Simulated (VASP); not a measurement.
The system is MgTi3O4.

```
Mg Ti O
1.0
    -2.14540    2.14540    4.31815
     2.14540   -2.14540    4.31815
     2.14540    2.14540   -4.31815
Mg Ti O
1 3 4
Direct
  0.00000 0.00000 0.00000
  0.50000 0.50000 0.00000
  0.25000 0.75000 0.50000
  0.75000 0.25000 0.50000
  0.00000 0.50000 0.50000
  0.50000 0.00000 0.50000
  0.24867 0.24867 0.00000
  0.75133 0.75133 0.00000
```

The cell was built by a generator and needn't be a form met in nature.

| Quantity | Value |
| --- | --- |
| Program | VASP 6.6.1 |
| Task | relaxation of cell and atoms |
| Functional | PBE |
| Potentials or basis | VASP PAW PBE potentials, release 64 (Mg, Ti_sv, O) |
| Cutoff | 520 eV |
| k mesh | 5 × 5 × 5 |
| Occupations | gaussian, width 0.15 eV |
| Spin | no spin polarisation |

At the start: pressure -1.5 GPa; volume 9.94 Å³/atom.

Problem. Where does the relaxation end?

Solution. Over 5 steps the energy falls by 18.1 meV/atom and the volume is 9.84 Å³/atom (-1.0 %); space group I4/mmm (No. 139, to 0.05 Å).

Step by step:
```
step  energy change (eV)  largest force (eV/Å)  pressure (GPa)  volume (Å³)
   1              0.0000                1.1149           -1.54        79.50
   2             -0.1098                0.6270            0.66        78.41
   3             -0.1329                0.2101            2.45        77.68
   4             -0.1416                0.0915           -1.74        79.29
   5             -0.1452                0.0180           -0.13        78.73
```

Final structure:
```xyz
8
Lattice="-2.1518 2.1518 4.2510 2.1518 -2.1518 4.2510 2.1518 2.1518 -4.2510" Properties=species:S:1:pos:R:3 pbc="T T T"
Mg    0.0000    0.0000    0.0000
Ti    0.0000    0.0000    4.2510
Ti    2.1518    0.0000    2.1255
Ti    0.0000    2.1518    2.1255
O     2.1518    0.0000    0.0000
O     0.0000    2.1518    0.0000
O     0.0000    0.0000    2.0087
O     0.0000    0.0000    6.4933
```

Caveat: the k mesh is coarse (spacing up to 0.41 Å⁻¹), so the values aren't converged.
